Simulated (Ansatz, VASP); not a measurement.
**Cross-check of Cu (S3(112) boundary in fcc Cu, shift (0.25, 0.5)) between VASP and Ansatz**

Aim: how closely do two programs agree when they are given the same cell, functional and k mesh? The structure shown is the start of the Ansatz relaxation below; VASP solves that cell, so the two are compared at the walk's first step.

Calculated with Ansatz 0.2.0; plane waves, with VASP 6.6.1 beside it; single point at PBE.

**1. The structure**

The cell holds 25 atoms: 25 Cu. Its edges and angles: a = 2.556 Å, b = 6.261 Å, c = 29.848 Å, α = 90.0°, β = 90.0°, γ = 90.0°. It derives from Cu. As first built, before any earlier steps moved the atoms (in the runner's words): plane [1, 1, 2]; removed 2; opened 0.4. Vacuum lies along c.

**2. Ansatz: relaxation, PBE**

Ansatz runs on its PAW soft_1 files.

The two programs are compared at the cell with which this relaxation starts, whose forces are those of its first step.

input.yaml reads:

```yaml
crystal:
  lattice:
    - [2.5561627297, 0.0, 0.0]
    - [0.0, 6.2612943873, 0.0]
    - [0.0, 0.0, 29.8475155]
  atoms:
    - { symbol: Cu, position: [0.4999999998, 0.6666666667, 0.1675181306] }
    - { symbol: Cu, position: [0.9999999998, 0.3333333333, 0.1922404771] }
    - { symbol: Cu, position: [0.4999999998, 0.0, 0.2169628236] }
    - { symbol: Cu, position: [0.9999999998, 0.6666666667, 0.2416851701] }
    - { symbol: Cu, position: [0.4999999999, 0.3333333333, 0.2664075166] }
    - { symbol: Cu, position: [0.9999999999, 0.0, 0.2911298631] }
    - { symbol: Cu, position: [0.4999999999, 0.6666666667, 0.3158522095] }
    - { symbol: Cu, position: [0.9999999999, 0.3333333333, 0.340574556] }
    - { symbol: Cu, position: [0.4999999999, 0.0, 0.3652969025] }
    - { symbol: Cu, position: [1.0, 0.6666666667, 0.390019249] }
    - { symbol: Cu, position: [0.5, 0.3333333333, 0.4147415955] }
    - { symbol: Cu, position: [0.0, 0.0, 0.439463942] }
    - { symbol: Cu, position: [0.25, 0.1666666667, 0.5023100854] }
    - { symbol: Cu, position: [0.7499999999, 0.5, 0.5270324319] }
    - { symbol: Cu, position: [0.2499999999, 0.8333333333, 0.5517547784] }
    - { symbol: Cu, position: [0.7499999999, 0.1666666667, 0.5764771249] }
    - { symbol: Cu, position: [0.2499999999, 0.5, 0.6011994714] }
    - { symbol: Cu, position: [0.7499999999, 0.8333333333, 0.6259218178] }
    - { symbol: Cu, position: [0.2499999998, 0.1666666667, 0.6506441643] }
    - { symbol: Cu, position: [0.7499999998, 0.5, 0.6753665108] }
    - { symbol: Cu, position: [0.2499999998, 0.8333333333, 0.7000888573] }
    - { symbol: Cu, position: [0.7499999998, 0.1666666667, 0.7248112038] }
    - { symbol: Cu, position: [0.2499999998, 0.5, 0.7495335503] }
    - { symbol: Cu, position: [0.7499999997, 0.8333333333, 0.7742558968] }
    - { symbol: Cu, position: [0.2499999997, 0.1666666667, 0.7989782433] }
kpoints:
  mp_grid: { grid: [9, 4, 1] }
hamiltonian:
  xc: pbe
  pseudopotentials: { kind: paw, azcp: { folder: soft_1 } }
scf:
  occupations: { method: fermi_dirac, width: 0.1 }
relax:
  f_tol: 0.03
  max_steps: 80
  constraints: [{ sites: [0, 1, 2, 3, 4] }]
```

The run is started by

```sh
> ansatz run input.yaml --threads 4 --pin off --max-ram 15360MiB --backend cpu --events-out ev --progress --plain --runs-dir out
```

Numbers of over 12 decimals in the logs are rounded to 6 here.

The program printed:

```text
Engine: ansatz 0.2.0, aarch64-unknown-linux-gnu
Pseudopotentials: kind: paw
Pseudopotential: Cu, paw, valence charge 19, recommended cutoff 420 eV (normal), soft_1/Cu.paw.azcp
Functional definition: PBE
  parameter kappa = 0.804
  parameter beta = 0.066725
  exchange = pbe_x(kappa = kappa, mu = beta*pi^2/3)
  correlation = pbe_c(beta = beta)
Crystal: 25 atoms, lattice volume = 477.706 Å³
Basis set: ecut = 420 eV, 9423 PW (Γ), exchange–correlation on 36×90×400 points (8 copies of the dense FFT grid, shifted against one another)
Bands: 285, of which v1, the nominal top of the filled ones, is band 238 counted from 1 (237 counted from 0)
Symmetry: 1 space group operations
Space group: P1 (ITA 1), of the structure as read, at distance tolerance 7.8e-5 Å
k-points: 19 of 36 (time reversal used)
Non-local potential: Cu, projectors of the file, l = 0: 3, l = 1: 2, l = 2: 3, l = 3: 1
PAW form: soft (Blöchl's): semilocal exchange-correlation on the pseudo side does not see the compensation charge
PAW one-centre angular grid: Cu, 590 points (default); XC on 64 Gauss nodes
Initial density: superposition of atomic densities (neutral atoms: chi_scale 0, normalization atom)
Initial wavefunctions: pseudopotential atomic-orbital guess
Functional: x = pbe(κ = 0.804, μ = 0.219515), c = pbe(β = 0.066725)
SCF iter   1: F=—  HF=-165645.667436 eV  |F-HF|=—  |Δ(HF+E_count)|=         —  Δρ=2.03e-1  dr2=1.19e2  ethr=3.10e-3  ⟨swp⟩=5.8  Hψ=19585  notcnv=0  defer=250
preconditioner: auto → LDOS  [metal: Δε(μ)=0.001 eV  Ē_g=8.027 eV  σ=0.100 eV  W_gap=0.00  n_scr=150 (ndim 8)  ℏωp=28.2 eV  f_vac=0.339  D(μ)=12.76/eV (n_scr^D=76)  β→1.0]
SCF iter   2: F=—  HF=-165782.228994 eV  |F-HF|=—  |Δ(HF+E_count)|=    1.37e2  Δρ=4.21e-1  dr2=4.71e2  ethr=3.10e-3  ⟨swp⟩=4.0  Hψ=17048  notcnv=0  defer=526  recentre
SCF iter   3: F=—  HF=-165626.244227 eV  |F-HF|=—  |Δ(HF+E_count)|=    1.56e2  Δρ=5.02e-2  dr2=8.11e0  ethr=3.10e-3  ⟨swp⟩=4.0  Hψ=14086  notcnv=0  defer=602
SCF iter   4: F=—  HF=-165625.018849 eV  |F-HF|=—  |Δ(HF+E_count)|=    1.23e0  Δρ=2.07e-2  dr2=1.17e0  ethr=1.71e-3  ⟨swp⟩=2.2  Hψ=9009  notcnv=0  defer=584
SCF iter   5: F=—  HF=-165624.791440 eV  |F-HF|=—  |Δ(HF+E_count)|=   2.27e-1  Δρ=5.53e-3  dr2=1.20e-1  ethr=2.46e-4  ⟨swp⟩=2.0  Hψ=9255  notcnv=0  defer=598
SCF iter   6: F=—  HF=-165624.804483 eV  |F-HF|=—  |Δ(HF+E_count)|=   1.30e-2  Δρ=1.89e-3  dr2=1.63e-2  ethr=2.54e-5  ⟨swp⟩=2.0  Hψ=7341  notcnv=0  defer=598
SCF iter   7: F=—  HF=-165624.807397 eV  |F-HF|=—  |Δ(HF+E_count)|=   2.91e-3  Δρ=7.30e-4  dr2=2.61e-3  ethr=3.43e-6  ⟨swp⟩=2.0  Hψ=7402  notcnv=0  defer=598
SCF iter   8: F=—  HF=-165624.808427 eV  |F-HF|=—  |Δ(HF+E_count)|=   1.03e-3  Δρ=4.35e-4  dr2=1.14e-3  ethr=5.50e-7  ⟨swp⟩=2.1  Hψ=7658  notcnv=0  defer=598
SCF iter   9: F=—  HF=-165624.808393 eV  |F-HF|=—  |Δ(HF+E_count)|=   3.34e-5  Δρ=1.48e-4  dr2=2.01e-4  ethr=2.40e-7  ⟨swp⟩=2.0  Hψ=6625  notcnv=0  defer=598
SCF iter  10: F=-165624.808399 eV  HF=-165624.808392 eV  |F-HF|=7.00e-6  |Δ(HF+E_count)|=   1.35e-6  Δρ=5.54e-5  dr2=1.26e-5  ethr=4.74e-9  ⟨swp⟩=3.0  Hψ=19698  notcnv=0
SCF 1 converged in 10 iterations: F = -165624.808399 eV  dr2 = 1.26e-5
  greatest PAW one-centre occupation: 1.000 electrons in one spin orbital (limit 2), on the Cu atom at site 24 (counted from 0), in its partial waves of l = 0
relax step   1: F+E_penalty+E_count = -165624.80839898 eV  Δ(F+E_penalty+E_count) = +0.000e0 eV  max|allowed force component| = 7.710e-1 eV/Å  Δτ_max = 0.0000 Å  (10 SCF iters, dr2 threshold 2.25e-5 eV, accepted)
[...]
relax step  12: F+E_penalty+E_count = -165626.03868074 eV  Δ(F+E_penalty+E_count) = -1.387e-2 eV  max|allowed force component| = 7.926e-2 eV/Å  Δτ_max = 0.1929 Å  (9 SCF iters, dr2 threshold 1.61e-5 eV, accepted)
[...]
relax step  13: F+E_penalty+E_count = -165626.04090448 eV  Δ(F+E_penalty+E_count) = -2.224e-3 eV  max|allowed force component| = 3.830e-2 eV/Å  Δτ_max = 0.0376 Å  (7 SCF iters, dr2 threshold 2.45e-6 eV, accepted)
[...]
relax step  14: F+E_penalty+E_count = -165626.04205492 eV  Δ(F+E_penalty+E_count) = -1.150e-3 eV  max|allowed force component| = 9.352e-3 eV/Å  Δτ_max = 0.0151 Å  (8 SCF iters, accepted)
SCF converged after 8 iterations
Free energy (F): -165626.042055 eV
Harris-Foulkes:  -165626.042055 eV  (|F-HF|=5.56e-8)
Internal energy: -165625.762369 eV  (E = F + TS)
E sigma→0 (E₀):  -165625.902212 eV
Entropy (-TS):   -0.279686 eV (-11.187 meV/atom)
Fermi energy:    8.418697 eV
--- Per-component energies (eV) ---
  E_band       = -12902.251846
  E_kinetic    = 6537.332543
  E_local      = -997340.893503  (includes V_loc(G=0)·N_el)
  E_nonlocal   = 22273.445227
  E_hartree    = 488208.737747
  E_xc         = -1715.538227
  E_vxc        = -2214.388876  (∫ρ·V_xc dr)
  E_paw        = -45396.333728  (= ΣΔE_a)
  E_vpaw       = -18575.226280  (= ΣTr[D̂ρ^β])
  E_aug_tail   = 0.024398  (compensation charges beyond the density's cutoff)
  E_ewald      = 361807.463174
  E_smearing   = -0.279686  (= −TS)
  E_closure    = -0.000000  (closes the sum)
  Σ components = -165626.042055   (vs F -165626.042055, Δ=0.00e0)
--- Forces (eV/Å), atoms counted from 1 ---
  atom   1  Cu    -0.00000788    -0.10319853     0.43246080
  atom   2  Cu    -0.00000765     0.04187156    -0.03941580
  atom   3  Cu     0.00071825     0.06194318    -0.30600121
  atom   4  Cu     0.00256882     0.07533680    -0.07529739
  atom   5  Cu     0.00411216    -0.05434351    -0.01402130
  atom   6  Cu    -0.00054871    -0.00016740    -0.00471515
  atom   7  Cu    -0.00165190    -0.00474734     0.00102996
  atom   8  Cu     0.00169260     0.00441475    -0.00096361
  atom   9  Cu     0.00396141     0.00001858    -0.00132982
  atom  10  Cu    -0.00193816    -0.00101732     0.00560772
  atom  11  Cu    -0.00279705     0.00121720     0.00002713
  atom  12  Cu    -0.00303527    -0.00405703    -0.00935238
  atom  13  Cu     0.00098512    -0.00693734     0.00410402
  atom  14  Cu    -0.00086205     0.00130053     0.00650922
  atom  15  Cu     0.00071668    -0.00497467     0.00290984
  atom  16  Cu    -0.00160744    -0.00117093    -0.00906517
  atom  17  Cu    -0.00041685    -0.00170660     0.00306123
  atom  18  Cu     0.00017035     0.00324718     0.00143838
  atom  19  Cu    -0.00007592    -0.00192657     0.00023046
  atom  20  Cu    -0.00000812    -0.00144720    -0.00048509
  atom  21  Cu    -0.00076171     0.00121509     0.00129814
  atom  22  Cu    -0.00092420    -0.00271295     0.00095908
  atom  23  Cu    -0.00019941    -0.00081687    -0.00094852
  atom  24  Cu    -0.00007202    -0.00004872     0.00084129
  atom  25  Cu     0.00003522    -0.00118985     0.00089814
  max |Σ_I F_I| component: 2.20e-4 eV/Å
--- Relaxed structure (14 steps of the walk, 14 accepted, 0 SCFs on fresh bases) ---
  F+E_penalty+E_count = -165626.04205492 eV   max|allowed force component| = 9.352e-3 eV/Å
  atoms:
    - { symbol: Cu, position: [0.500000, 0.666667, 0.1675181306] }
    - { symbol: Cu, position: [0.9999999998, 0.3333333333, 0.1922404771] }
    - { symbol: Cu, position: [0.500000, 0.0, 0.2169628236] }
    - { symbol: Cu, position: [0.9999999998, 0.666667, 0.2416851701] }
    - { symbol: Cu, position: [0.4999999999, 0.3333333333, 0.2664075166] }
    - { symbol: Cu, position: [1.000339, -0.00228695, 0.290783] }
    - { symbol: Cu, position: [0.501630, 0.664732, 0.317831] }
    - { symbol: Cu, position: [1.001539, 0.333599, 0.340215] }
    - { symbol: Cu, position: [0.499778, -0.00220355, 0.364118] }
    - { symbol: Cu, position: [1.004039, 0.672140, 0.396493] }
    - { symbol: Cu, position: [0.504457, 0.328020, 0.412387] }
    - { symbol: Cu, position: [-0.492531, -0.054497, 0.445510] }
    - { symbol: Cu, position: [0.00627013, 0.247063, 0.481591] }
    - { symbol: Cu, position: [0.506685, 0.587009, 0.480137] }
    - { symbol: Cu, position: [0.00701943, 0.882277, 0.519395] }
    - { symbol: Cu, position: [0.507030, 0.198678, 0.551067] }
    - { symbol: Cu, position: [0.00719693, 0.535871, 0.561804] }
    - { symbol: Cu, position: [0.507270, 0.855048, 0.594238] }
    - { symbol: Cu, position: [0.00732389, 0.189193, 0.621784] }
    - { symbol: Cu, position: [0.507443, 0.523921, 0.640964] }
    - { symbol: Cu, position: [0.00759273, 0.853770, 0.669012] }
    - { symbol: Cu, position: [0.507624, 0.197091, 0.694148] }
    - { symbol: Cu, position: [0.00762489, 0.528776, 0.719181] }
    - { symbol: Cu, position: [0.507622, 0.857996, 0.743202] }
    - { symbol: Cu, position: [0.00761722, 0.188346, 0.764845] }
```

The column dr2 measures how far the density is from self-consistency, as an energy; F and HF (Harris–Foulkes) agree once it is small.

(Part 1 of 2 ends here.)

[Lines on the potential files, build, host, timing and source positions are cut from VASP's logs without a mark.]

[Logs are printed without paths, hosts, clocks, repeated set-up lines and the standing remarks that a program may print on its own settings, such as how far it seeks lower states.]

[Hosts, paths, dates, database ids (printed as entryN), source tags and the programs' standing remarks are cut or masked in the printed files.]
